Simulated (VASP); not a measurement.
OSZICAR of a VASP run on CdS (zinc blende):

OSZICAR:
```
       N       E                     dE             d eps       ncg     rms          rms(c)
DAV:   1     0.106283244671E+03    0.10628E+03   -0.77313E+03  1568   0.103E+03
DAV:   2    -0.181586717669E+01   -0.10810E+03   -0.10445E+03  1726   0.292E+02
DAV:   3    -0.728765455630E+01   -0.54718E+01   -0.54384E+01  1854   0.673E+01
DAV:   4    -0.734009137763E+01   -0.52437E-01   -0.52388E-01  1742   0.624E+00
DAV:   5    -0.734087848494E+01   -0.78711E-03   -0.78706E-03  1826   0.758E-01    0.834E+00
DAV:   6    -0.685740759462E+01    0.48347E+00   -0.87495E-01  2062   0.151E+01    0.642E+00
DAV:   7    -0.684455502248E+01    0.12853E-01   -0.28976E-01  1630   0.427E+00    0.321E+00
DAV:   8    -0.684182872939E+01    0.27263E-02   -0.35182E-02  1618   0.274E+00    0.762E-01
DAV:   9    -0.684083700964E+01    0.99172E-03   -0.27654E-03  1746   0.901E-01    0.223E-01
DAV:  10    -0.684081326325E+01    0.23746E-04   -0.15105E-03  1624   0.502E-01    0.577E-02
DAV:  11    -0.684085853127E+01   -0.45268E-04   -0.35908E-04  1664   0.290E-01    0.664E-02
DAV:  12    -0.684086443585E+01   -0.59046E-05   -0.37212E-05  1600   0.621E-02    0.164E-02
DAV:  13    -0.684086168716E+01    0.27487E-05   -0.94690E-06  1676   0.267E-02    0.844E-03
DAV:  14    -0.684086175104E+01   -0.63883E-07   -0.97754E-07  1370   0.909E-03
   1 F= -.68408618E+01 E0= -.68408618E+01  d E =-.238795E-14  mag=    -0.0000    -0.0000    -0.0000
       N       E                     dE             ncg
       N       E                     dE             ncg
```

Task: Which electronic solver shows in the log?

Result: It is blocked Davidson (ALGO = Normal, or the opening steps of other solvers). The INCAR had ALGO = Normal.

Task: How was spin treated?

Result: With non-collinear spinors: mag has three components.

Task: Can the final energy be trusted as converged?

Result: The run converged. It stopped with EDIFF = 1E-6, NELM = 100 (PBEsol GGA with spin-orbit coupling, plane waves, VASP's PBE PAW potentials (set 64)).

The compound is CdS in the zinc blende structure, a metastable form; wurtzite is the usual one. It was relaxed first.
